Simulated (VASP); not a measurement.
Computed with PBE GGA, VASP's PBE PAW potentials (set 64) (plane waves; VASP).

A VASP calculation is set up with these files.

File KPOINTS:
```
Automatic mesh
0
Gamma
6 6 6
0 0 0
```

File POSCAR:
```
Y3B
1
    0.0000000000     4.1546640000     4.1546640000
    4.1546640000     0.0000000000     4.1546640000
    4.1546640000     4.1546640000     0.0000000000
B Y
1 3
Direct
  0.0000000000   0.0000000000   0.0000000000
  0.5000000000   0.5000000000   0.5000000000
  0.2500000000   0.2500000000   0.2500000000
  0.7500000000   0.7500000000   0.7500000000
```

### INCAR
```
LASPH  =  T   # aspherical one-centre terms
SIGMA  =  0.136   # width (eV)
ISIF  =  2
ISMEAR  =  -1   # Fermi-Dirac
LWAVE  =  F
GGA  =  PE
LCHARG  =  F
SYSTEM  =  Y3B
ENCUT  =  400   # plane-wave cut-off (eV)
PREC  =  Accurate
NELM  =  100   # most electronic steps
LREAL  =  F
EDIFF  =  1E-6
LMAXMIX  =  4   # l cut-off of mixed one-centre charges
ALGO  =  Normal   # blocked Davidson
```

POTCAR, in this order: B Y_sv (PBE.64 set). Program: vasp_std.

The run wrote:

**OSZICAR**
```
       N       E                     dE             d eps       ncg     rms          rms(c)
DAV:   1     0.146765144143E+03    0.14677E+03   -0.15884E+04   720   0.124E+03
DAV:   2    -0.477620260096E+01   -0.15154E+03   -0.14914E+03   802   0.293E+02
DAV:   3    -0.221219724918E+02   -0.17346E+02   -0.17089E+02  1344   0.526E+01
DAV:   4    -0.232598004421E+02   -0.11378E+01   -0.11248E+01   998   0.144E+01
DAV:   5    -0.233165107852E+02   -0.56710E-01   -0.56121E-01  1138   0.249E+00    0.240E+01
DAV:   6    -0.216285161335E+02    0.16880E+01   -0.21339E+01   912   0.110E+01    0.217E+01
DAV:   7    -0.212860419082E+02    0.34247E+00   -0.24398E+00  1046   0.508E+00    0.141E+01
DAV:   8    -0.212546515608E+02    0.31390E-01   -0.68818E-01   770   0.410E+00    0.121E+00
DAV:   9    -0.212362874393E+02    0.18364E-01   -0.15103E-01  1002   0.124E+00    0.559E-01
DAV:  10    -0.212367966397E+02   -0.50920E-03   -0.15421E-02   944   0.630E-01    0.349E-01
DAV:  11    -0.212361059151E+02    0.69072E-03   -0.55419E-03  1054   0.243E-01    0.106E-01
DAV:  12    -0.212361208508E+02   -0.14936E-04   -0.34712E-04  1044   0.981E-02    0.612E-02
DAV:  13    -0.212361211418E+02   -0.29101E-06   -0.93857E-05  1078   0.392E-02    0.104E-02
DAV:  14    -0.212361218718E+02   -0.72998E-06   -0.63081E-06   798   0.954E-03
   1 F= -.21236122E+02 E0= -.21005211E+02  d E =-.461821E+00
```

**OUTCAR**
```
------------------------ aborting loop because EDIFF is reached ----------------------------------------
  FORCE on cell =-STRESS in cart. coord.  units (eV):
  Direction    XX          YY          ZZ          XY          YZ          ZX
  --------------------------------------------------------------------------------------
  Total       -8.1456301     -8.1456301     -8.1456301      0.0000000      0.0000000     -0.0000000
  in kB      -90.9908141    -90.9908141    -90.9908141      0.0000000      0.0000000     -0.0000000
  external PRESSURE =     -90.9908141 kB  Pullay stress =       0.0000000 kB
  volume of cell :      143.43
      direct lattice vectors                 reciprocal lattice vectors
     0.000000000  4.154664000  4.154664000    -0.120346675  0.120346675  0.120346675
     4.154664000  0.000000000  4.154664000     0.120346675 -0.120346675  0.120346675
     4.154664000  4.154664000  0.000000000     0.120346675  0.120346675 -0.120346675
 POSITION                                       TOTAL-FORCE (eV/Angst)
 -----------------------------------------------------------------------------------
      0.00000      0.00000      0.00000         0.000000      0.000000      0.000000
      4.15466      4.15466      4.15466         0.000000      0.000000      0.000000
      2.07733      2.07733      2.07733         0.000000      0.000000     -0.000000
      6.23200      6.23200      6.23200        -0.000000     -0.000000      0.000000
 -----------------------------------------------------------------------------------
    total drift:                               -0.000000     -0.000000      0.000000
  FREE ENERGIE OF THE ION-ELECTRON SYSTEM (eV)
  ---------------------------------------------------
  free  energy   TOTEN  =       -21.2361218718 eV

  energy  without entropy=      -20.7743004587  energy(sigma->0) =      -21.00521117
```
(Selected blocks of OUTCAR.)

At this cut-off the stress carries a Pulay error, which pulls relaxed volumes low.

The structure was generated: Y3B was put into an ordered model structure, which need not be its known phase. The cell was not relaxed at this level. VASP warned that the highest band is occupied, so more bands are needed.
